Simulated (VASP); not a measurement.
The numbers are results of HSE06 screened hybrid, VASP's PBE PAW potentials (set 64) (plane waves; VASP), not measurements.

VASP ran on this input.

POSCAR:
```
S atom
1
   12.0000000000     0.0000000000     0.0000000000
    0.0000000000    12.5000000000     0.0000000000
    0.0000000000     0.0000000000    13.0000000000
S
1
Direct
  0.0000000000   0.0000000000   0.0000000000
```

**INCAR**
```
SYSTEM = S atom
PREC = Normal
ENCUT = 520
EDIFF = 1E-6
NELM = 200
ALGO = All
LREAL = .FALSE.
LASPH = .TRUE.
ISMEAR = 0
SIGMA = 0.01
GGA = PE
HFSCREEN = 0.2
AEXX = 0.25
LHFCALC = .TRUE.
PRECFOCK = Fast
ISYM = 0
ISPIN = 2
MAGMOM = 2
LORBIT = 10
LWAVE = .FALSE.
LCHARG = .FALSE.
NUPDOWN = 2
```

**KPOINTS**
```
Automatic
0
Gamma
1 1 1
0 0 0
```

POTCAR, in this order: S (PBE.64 set). Program: vasp_gam. Read from the step before: WAVECAR.

What VASP printed:

**OUTCAR**
```
 ion  position               nearest neighbor table
   1  0.000  0.000  0.000-
 Subroutine IBZKPT returns following result:
 Found      1 irreducible k-points:

 Following reciprocal coordinates:
            Coordinates               Weight
  0.000000  0.000000  0.000000      1.000000
 Subroutine IBZKPT_HF returns following result:
   k-points           NKPTS =      1   k-points in BZ     NKDIM =      1   number of bands    NBANDS=      8
   number of dos      NEDOS =    301   number of ions     NIONS =      1
   total plane-waves  NPLWV = 392000
   dimension x,y,z NGX =    70 NGY =   70 NGZ =   80
   dimension x,y,z NGXF=   140 NGYF=  140 NGZF=  160
   ions per type =               1
   PREC   = normal    normal or accurate (medium, high low for compatibility)
   ISTART =      1    job   : 0-new  1-cont  2-samecut
   ICHARG =      0    charge: 1-file 2-atom 10-const
   ISPIN  =      2    spin polarized calculation?
   LNONCOLLINEAR =      F non collinear calculations
   LSORBIT =      F    spin-orbit coupling
   INIWAV =      1    electr: 0-lowe 1-rand  2-diag
   ENCUT  =  520.0 eV  38.22 Ry    6.18 a.u.  22.31 23.24 24.17*2*pi/ulx,y,z
   NELM   =    200;   NELMIN=  2; NELMDL=  0     # of ELM steps
   EDIFF  = 0.1E-05   stopping-criterion for ELM
...
```

OSZICAR:
```
       N       E                     dE             d eps       ncg     rms           ort
SDA:   1    -0.158290028135E+01   -0.15829E+01    0.00000E+00     8   0.339E-01   0.000E+00
CGA:   2    -0.159443438930E+01   -0.11534E-01   -0.11527E-01     8   0.625E-02   0.101E-03
SDA:   3    -0.160487894815E+01   -0.10445E-01   -0.10445E-01     8   0.981E+00   0.152E-01
CGA:   4    -0.180113323511E+01   -0.19625E+00   -0.20803E+00     8   0.299E+01   0.133E+00
CGA:   5    -0.226838862009E+01   -0.46726E+00   -0.56606E+00     8   0.240E+00  -0.125E-01
CGA:   6    -0.233233638426E+01   -0.63948E-01   -0.63896E-01     8   0.904E-01   0.861E-03
CGA:   7    -0.236370783191E+01   -0.31371E-01   -0.31352E-01     8   0.317E-01   0.185E-03
CGA:   8    -0.237292275977E+01   -0.92149E-02   -0.92140E-02     8   0.956E-02   0.359E-04
CGA:   9    -0.237658791627E+01   -0.36652E-02   -0.36646E-02     8   0.313E-02   0.303E-05
CGA:  10    -0.237767425833E+01   -0.10863E-02   -0.10868E-02     8   0.918E-03  -0.527E-05
CGA:  11    -0.237798371377E+01   -0.30946E-03   -0.30935E-03     8   0.221E-03   0.173E-05
CGA:  12    -0.237806656530E+01   -0.82852E-04   -0.82833E-04     8   0.557E-04   0.190E-06
CGA:  13    -0.237808633351E+01   -0.19768E-04   -0.19788E-04     8   0.144E-04  -0.304E-06
CGA:  14    -0.237809172881E+01   -0.53953E-05   -0.54006E-05     8   0.405E-05  -0.629E-07
CGA:  15    -0.237809345548E+01   -0.17267E-05   -0.17194E-05     8   0.106E-05   0.603E-07
CGA:  16    -0.237809390834E+01   -0.45287E-06   -0.45352E-06     8   0.297E-06  -0.447E-08
   1 F= -.23780939E+01 E0= -.23780939E+01  d E =-.227276E-14  mag=     2.0000
```

### OUTCAR
```
------------------------ aborting loop because EDIFF is reached ----------------------------------------
  volume of cell :     1950.00
      direct lattice vectors                 reciprocal lattice vectors
    12.000000000  0.000000000  0.000000000     0.083333333  0.000000000  0.000000000
     0.000000000 12.500000000  0.000000000     0.000000000  0.080000000  0.000000000
     0.000000000  0.000000000 13.000000000     0.000000000  0.000000000  0.076923077
 POSITION                                       TOTAL-FORCE (eV/Angst)
 -----------------------------------------------------------------------------------
      0.00000      0.00000      0.00000        -0.000000     -0.000000      0.000000
 -----------------------------------------------------------------------------------
    total drift:                               -0.000000     -0.000000      0.000000
  FREE ENERGIE OF THE ION-ELECTRON SYSTEM (eV)
  ---------------------------------------------------
  free  energy   TOTEN  =        -2.3780939083 eV

  energy  without entropy=       -2.3780939083  energy(sigma->0) =       -2.37809391

  exchange ACFDT corr.  =        -0.00000000  see jH, gK, PRB 81, 115126

 total charge

# of ion       s       p       d       tot
------------------------------------------
    1        1.396   2.105   0.000   3.502

 magnetization (x)

# of ion       s       p       d       tot
------------------------------------------
    1        0.023   1.094   0.000   1.118
```
(Selected blocks of OUTCAR.)

The atom may not be in its lowest state.

The cell is a free atom in a box.
